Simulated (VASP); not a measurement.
# Ba2P3Ir (P4/mmm) in VASP: single point with PBE

Aim: the single point of Ba2P3Ir with PBE.

Everything below comes from runs of VASP 6.6.1. Logs are shortened: lines on timing, memory, paths and dates and some standing lists are left out, and cuts for length are marked.

## (1) The cell of the first run

Symmetry: P4/mmm, No. 123, tetragonal system. The conventional cell has a = 4.634 Å, b = 4.634 Å, c = 7.235 Å, α = 90.00°, β = 90.00°, γ = 90.00°. Ba (site symmetry mmm) is surrounded by 4 P at 2.64 Å. Around P (site symmetry 4mm) lie 2 P at 2.34 to 2.55 Å and 4 Ba at 2.64 Å. Around P (site symmetry 4/mmm) lie 2 P at 2.34 Å. Around Ir (site symmetry 4/mmm) lie 4 P at 3.28 Å.

The cell was built by a generator and needn't be a form met in nature.

## (2) Single point, PBE (random cell by space group and Wyckoff sites (P4/mmm, No. 123))

Contents of INCAR:

```
SYSTEM = Ba2P3Ir
PREC     = Accurate       ! precision mode
ENCUT    = 520            ! plane-wave cutoff, eV
EDIFF    = 1E-6           ! SCF threshold, eV
ISMEAR   = 0              ! smearing method
SIGMA    = 0.1            ! smearing width, eV
LREAL    = .FALSE.        ! projectors in reciprocal space
LASPH    = .TRUE.         ! aspherical terms in the spheres
NELM     = 100            ! most SCF steps
ALGO     = Normal         ! electronic algorithm
ISIF     = 2              ! what is computed and relaxed
LWAVE    = .FALSE.        ! write WAVECAR
LCHARG   = .TRUE.         ! write CHGCAR
GGA      = PE             ! functional
LELF     = .TRUE.         ! ELF
LVHAR    = .TRUE.       
NBANDS   = 31             ! bands
```

Contents of KPOINTS:

```
Automatic mesh
0
G
  4 4 4
  0 0 0
```

Contents of POSCAR:

```
Ba2P3Ir
1.0
    4.6335725900      0.0000000000      0.0000000000
    0.0000000000      4.6335725900      0.0000000000
    0.0000000000      0.0000000000      7.2350161800
Ba P Ir
2 3 1
Direct
    0.0000000000      0.5000000000      0.5000000000
    0.5000000000      0.0000000000      0.5000000000
    0.0000000000      0.0000000000      0.3237664200
    0.0000000000      0.0000000000      0.6762335800
    0.0000000000      0.0000000000      0.0000000000
    0.5000000000      0.5000000000      0.0000000000
```

Potentials or basis: VASP PAW PBE potentials, release 64 (Ba_sv, P, Ir).

Launch:

```
cat potpaw_PBE.64/Ba_sv/POTCAR potpaw_PBE.64/P/POTCAR potpaw_PBE.64/Ir/POTCAR > POTCAR
mpirun -np 1 vasp_std > vasp.out
```

OUTCAR:

```text
SYSTEM = Ba2P3Ir
   PREC = Accurate
   ENCUT = 520
   EDIFF = 1E-6
   ISMEAR = 0
   LREAL = .FALSE.
   LASPH = .TRUE.
   NELM = 100
   ISIF = 2
   GGA = PE

 ion  position               nearest neighbor table
   1  0.000  0.500  0.500-   3 2.64   4 2.64   3 2.64   4 2.64   2 3.28   2 3.28   2 3.28   2 3.28

   2  0.500  0.000  0.500-   3 2.64   4 2.64   3 2.64   4 2.64   1 3.28   1 3.28   1 3.28   1 3.28

   3  0.000  0.000  0.324-   5 2.34   4 2.55   1 2.64   2 2.64   1 2.64   2 2.64
   4  0.000  0.000  0.676-   5 2.34   3 2.55   1 2.64   2 2.64   1 2.64   2 2.64
   5  0.000  0.000  0.000-   3 2.34   4 2.34
   6  0.500  0.500  0.000-

  LATTYP: Found a simple tetragonal cell.
 ALAT       =     4.6335725900
 C/A-ratio  =     1.5614336539

  Lattice vectors:

 A1 = (   4.6335725900,   0.0000000000,   0.0000000000)
 A2 = (   0.0000000000,   4.6335725900,   0.0000000000)
 A3 = (   0.0000000000,   0.0000000000,   7.2350161800)

Analysis of symmetry for initial positions (statically):
=====================================================================
 Subroutine PRICEL returns:
 Original cell was already a primitive cell.

 Routine SETGRP: Setting up the symmetry group for a
 simple tetragonal supercell.

 Subroutine GETGRP returns: Found 16 space group operations
 (whereof 16 operations were pure point group operations)
 out of a pool of 16 trial point group operations.

The static configuration has the point symmetry D_4h.

Analysis of symmetry for dynamics (positions and initial velocities):
=====================================================================
 Subroutine PRICEL returns:
 Original cell was already a primitive cell.

 Routine SETGRP: Setting up the symmetry group for a
 simple tetragonal supercell.

 Subroutine GETGRP returns: Found 16 space group operations
 (whereof 16 operations were pure point group operations)
 out of a pool of 16 trial point group operations.

The dynamic configuration has the point symmetry D_4h.

 Subroutine INISYM returns: Found 16 space group operations
 (whereof 16 operations are pure point group operations),
 and found     1 'primitive' translations

----------------------------------------------------------------------------------------

                                     Primitive cell

  volume of cell :     155.3358

  direct lattice vectors                    reciprocal lattice vectors
     4.633572590  0.000000000  0.000000000     0.215816194  0.000000000  0.000000000
     0.000000000  4.633572590  0.000000000     0.000000000  0.215816194  0.000000000
     0.000000000  0.000000000  7.235016180     0.000000000  0.000000000  0.138216692

  length of vectors
     4.633572590  4.633572590  7.235016180     0.215816194  0.215816194  0.138216692

  position of ions in fractional coordinates (direct lattice)
     0.000000000  0.500000000  0.500000000
     0.500000000  0.000000000  0.500000000
     0.000000000  0.000000000  0.323766420
     0.000000000  0.000000000  0.676233580
     0.000000000  0.000000000  0.000000000
     0.500000000  0.500000000  0.000000000

  ion indices of the primitive-cell ions
   primitive index   ion index
                 1           1
                 2           2
                 3           3
                 4           4
                 5           5
                 6           6

----------------------------------------------------------------------------------------

 KPOINTS: Automatic mesh

Automatic generation of k-mesh.
 Grid dimensions read from file:
 generate k-points for:    4    4    4

 Generating k-lattice:

  Cartesian coordinates                     Fractional coordinates (reciprocal lattice)
     0.053954048  0.000000000  0.000000000     0.250000000  0.000000000  0.000000000
     0.000000000  0.053954048  0.000000000     0.000000000  0.250000000  0.000000000
     0.000000000  0.000000000  0.034554173     0.000000000  0.000000000  0.250000000

  Length of vectors
     0.053954048  0.053954048  0.034554173

  Shift w.r.t. Gamma in fractional coordinates (k-lattice)
     0.000000000  0.000000000  0.000000000

 Subroutine IBZKPT returns following result:
 ===========================================

 Found     18 irreducible k-points:

 Following reciprocal coordinates:
            Coordinates               Weight
  0.000000  0.000000  0.000000      1.000000
  0.250000  0.000000  0.000000      4.000000
  0.500000  0.000000  0.000000      2.000000
  0.250000  0.250000  0.000000      4.000000
  0.500000  0.250000  0.000000      4.000000
  0.500000  0.500000  0.000000      1.000000
[... 10 lines left out ...]
  0.500000  0.250000  0.500000      4.000000
  0.500000  0.500000  0.500000      1.000000
   k-points           NKPTS =     18   k-points in BZ     NKDIM =     18   number of bands    NBANDS=     31
   number of dos      NEDOS =    301   number of ions     NIONS =      6
   total plane-waves  NPLWV =  69984
   dimension x,y,z NGX =    36 NGY =   36 NGZ =   54
   dimension x,y,z NGXF=    72 NGYF=   72 NGZF=  108
   ions per type =               2   3   1
   NGX,Y,Z   is equivalent  to a cutoff of  12.92, 12.92, 12.41 a.u.
   NGXF,Y,Z  is equivalent  to a cutoff of  25.83, 25.83, 24.82 a.u.
 SYSTEM =  Ba2P3Ir
   PREC   = accura    normal or accurate (medium, high low for compatibility)
   ISTART =      0    job   : 0-new  1-cont  2-samecut
   ICHARG =      2    charge: 1-file 2-atom 10-const
   ISPIN  =      1    spin polarized calculation?
   LNONCOLLINEAR =      F non collinear calculations
   LSORBIT =      F    spin-orbit coupling
   LASPH  =      T    aspherical Exc in radial PAW
   ENCUT  =  520.0 eV  38.22 Ry    6.18 a.u.   8.62  8.62 13.45*2*pi/ulx,y,z
   NELM   =    100;   NELMIN=  2; NELMDL= -5     # of ELM steps
   EDIFF  = 0.1E-05   stopping-criterion for ELM
   LREAL  =      F    real-space projection
   EDIFFG = 0.1E-04   stopping-criterion for IOM
   NSW    =      0    number of steps for IOM
   IBRION =     -1    ionic relax: 0-MD 1-quasi-New 2-CG
   NFREE  =      0    steps in history (QN), initial steepest desc. (CG)
   ISIF   =      2    stress and relaxation
   ISYM   =      2    0-nonsym 1-usesym 2-fastsym
   POTIM  = 0.5000    time-step for ionic-motion
   TEBEG  =    0.0;   TEEND  =   0.0 temperature during run
   PSTRESS=    0.0 pullay stress
   NELECT =      44.0000    total number of electrons
   NUPDOWN=      -1.0000    fix difference up-down
   EMIN   =  10.00;   EMAX   =-10.00  energy-range for DOS
   EFERMI =   0.00;   METHOD = LEGACY
   ISMEAR =     0;   SIGMA  =   0.10  broadening in eV -4-tet -1-fermi 0-gaus
   EFERMI_NEDOS =   21; number of points for ismear=-14 and -15
   IALGO  =     38    algorithm
   IMIX   =      4    mixing-type and parameters
     AMIX     =   0.40;   BMIX     =  1.00
     AMIX_MAG =   1.60;   BMIX_MAG =  1.00
  volume/ion in A,a.u.               =      25.89       174.71
  Fermi-wavevector in a.u.,A,eV,Ry     =   1.075149  2.031737 15.727586  1.155945
  Thomas-Fermi vector in A             =   2.210997
   LORBIT       =      0    0 simple, 1 ext, 2 COOP (PROOUT), +10 PAW based schemes
   GGA     = PE    functional components
   LHFCALC =     F    Hartree Fock is set to
   AEXX    =    0.0000 exact exchange contribution
   IVDW    =     0    specifies the selected vdW correction
   LEPSILON=     F    determine dielectric tensor
   LRPA    =     F    only Hartree local field effects (RPA)
 non-spin polarized calculation
 Gauss-broadening in eV      SIGMA  =   0.10
  energy-cutoff  :      520.00
  volume of cell :      155.34
 maximum number of plane-waves:      4226
 NGX is ok and might be reduce to    36
   NGX = 17   NGY = 17   NGZ = 27

 number of electron      43.9999998 magnetization

 Free energy of the ion-electron system (eV)
  ---------------------------------------------------
  ext. energy  EPLUGINS =         0.00000000
  ---------------------------------------------------
  free energy    TOTEN  =       -18.46387723 eV

  energy without entropy =      -18.43230665  energy(sigma->0) =      -18.44809194

 E-fermi :   3.9189     XC(G=0):  -9.5667

 val. band max:        3.9087892405   @ k =   0.2500   0.0000   0.0000
 cond. band min:       3.9198273513   @ k =   0.2500   0.0000   0.5000
 fundamental gap:      0.0110381108
 Fermi energy:         3.9188740104

 k-point     1 :       0.0000    0.0000    0.0000
  band No.  band energies     occupation
      1     -24.2326      2.00000
      2     -23.2261      2.00000
      3     -10.9355      2.00000
      4     -10.9355      2.00000
      5     -10.2702      2.00000
      6      -8.4728      2.00000
[... 23 lines left out ...]
     30       8.8796      0.00000
     31       8.8796      0.00000

 k-point     2 :       0.2500    0.0000    0.0000
  band No.  band energies     occupation
      1     -24.0903      2.00000
      2     -23.3772      2.00000
      3     -11.2512      2.00000
      4     -10.6736      2.00000
      5     -10.0291      2.00000
      6      -9.0799      2.00000
[... 23 lines left out ...]
     30       7.8798      0.00000
     31       8.6381      0.00000

 k-point     3 :       0.5000    0.0000    0.0000
  band No.  band energies     occupation
      1     -23.7573      2.00000
      2     -23.7193      2.00000
      3     -11.4999      2.00000
      4     -10.2196      2.00000
      5      -9.5798      2.00000
      6      -9.3914      2.00000
[... 23 lines left out ...]
     30       7.0248      0.00000
     31       7.4599      0.00000

 k-point     4 :       0.2500    0.2500    0.0000
  band No.  band energies     occupation
      1     -23.9795      2.00000
      2     -23.4728      2.00000
      3     -12.1775      2.00000
      4      -9.9982      2.00000
      5      -9.8016      2.00000
      6      -9.5933      2.00000
[... 23 lines left out ...]
     30       7.7384      0.00000
     31       8.5041      0.00000

 k-point     5 :       0.5000    0.2500    0.0000
  band No.  band energies     occupation
      1     -23.7283      2.00000
      2     -23.7090      2.00000
      3     -12.6268      2.00000
      4     -10.4267      2.00000
      5      -9.3740      2.00000
      6      -9.1255      2.00000
[... 23 lines left out ...]
     30       7.8434      0.00000
     31       9.0657      0.00000
[... 338 lines left out ...]
     30       7.0266      0.00000
     31       7.4794      0.00000

 k-point    16 :       0.2500    0.2500    0.5000
  band No.  band energies     occupation
      1     -23.9795      2.00000
      2     -23.4728      2.00000
      3     -12.1657      2.00000
      4      -9.9929      2.00000
      5      -9.8699      2.00000
      6      -9.5931      2.00000
[... 23 lines left out ...]
     30       7.3256      0.00000
     31       8.5334      0.00000

 k-point    17 :       0.5000    0.2500    0.5000
  band No.  band energies     occupation
      1     -23.7283      2.00000
      2     -23.7090      2.00000
      3     -12.6151      2.00000
      4     -10.4260      2.00000
      5      -9.4351      2.00000
      6      -9.1288      2.00000
[... 23 lines left out ...]
     30       7.0145      0.00000
     31       8.3566      0.00000

 k-point    18 :       0.5000    0.5000    0.5000
  band No.  band energies     occupation
      1     -23.6987      2.00000
      2     -23.6987      2.00000
      3     -13.2103      2.00000
      4     -10.8429      2.00000
      5      -9.1108      2.00000
      6      -9.1108      2.00000
[... 23 lines left out ...]
     30       7.0848      0.00000
     31       7.0848      0.00000

------------------------ aborting loop because EDIFF is reached ----------------------------------------

  FORCE on cell =-STRESS in cart. coord.  units (eV):
  Direction    XX          YY          ZZ          XY          YZ          ZX
  --------------------------------------------------------------------------------------
  -------------------------------------------------------------------------------------
  Total       22.6101216     22.6101216      3.6310645      0.0000000      0.0000000      0.0000000
  in kB      233.2072414    233.2072414     37.4518344      0.0000000      0.0000000      0.0000000
  external PRESSURE =     167.9554390 kB  Pullay stress =       0.0000000 kB

 VOLUME and BASIS-vectors are now :
 -----------------------------------------------------------------------------
  energy-cutoff  :      520.00
  volume of cell :      155.34
      direct lattice vectors                 reciprocal lattice vectors
     4.633572590  0.000000000  0.000000000     0.215816194  0.000000000  0.000000000
     0.000000000  4.633572590  0.000000000     0.000000000  0.215816194  0.000000000
     0.000000000  0.000000000  7.235016180     0.000000000  0.000000000  0.138216692

 POSITION                                       TOTAL-FORCE (eV/Angst)
 -----------------------------------------------------------------------------------
      0.00000      2.31679      3.61751        -0.000000      0.000000      0.000000
      2.31679      0.00000      3.61751        -0.000000      0.000000      0.000000
      0.00000      0.00000      2.34246         0.000000     -0.000000     -5.328149
      0.00000      0.00000      4.89256        -0.000000     -0.000000      5.328149
      0.00000      0.00000      0.00000        -0.000000      0.000000      0.000000
      2.31679      2.31679      0.00000        -0.000000      0.000000      0.000000
 -----------------------------------------------------------------------------------
    total drift:                                0.000000      0.000000      0.000000

  FREE ENERGIE OF THE ION-ELECTRON SYSTEM (eV)
  ---------------------------------------------------
  free  energy   TOTEN  =       -18.4638772252 eV

  energy  without entropy=      -18.4323066521  energy(sigma->0) =      -18.44809194
```

Run time: 69 s. Hardware: 1 thread of Intel Xeon Platinum 8488C (Sapphire Rapids), shared host; peak memory 0.3 GiB.

Results:

| Quantity | Value |
| --- | --- |
| Free energy | -18.4639 eV |
| Pressure | 16.8 GPa |
| Largest force | 5.328 eV/Å |
| Band gap on the k mesh | none (metal or under the smearing width) |

Forces in eV/Å, atoms in the order of the input:
```
Ba   0.000  0.000  0.000
Ba   0.000  0.000  0.000
P    0.000  0.000 -5.328
P    0.000  0.000  5.328
P    0.000  0.000  0.000
Ir   0.000  0.000  0.000
```

Caveat: so large a pressure means that the cell lies far from this level's equilibrium, or that cutoff or potentials fall short; forces of over 1 eV/Å show positions far from the minimum, so gaps and moduli don't describe the material at rest. The run has no spin-orbit coupling, so splittings on Ba, Ir are missing.
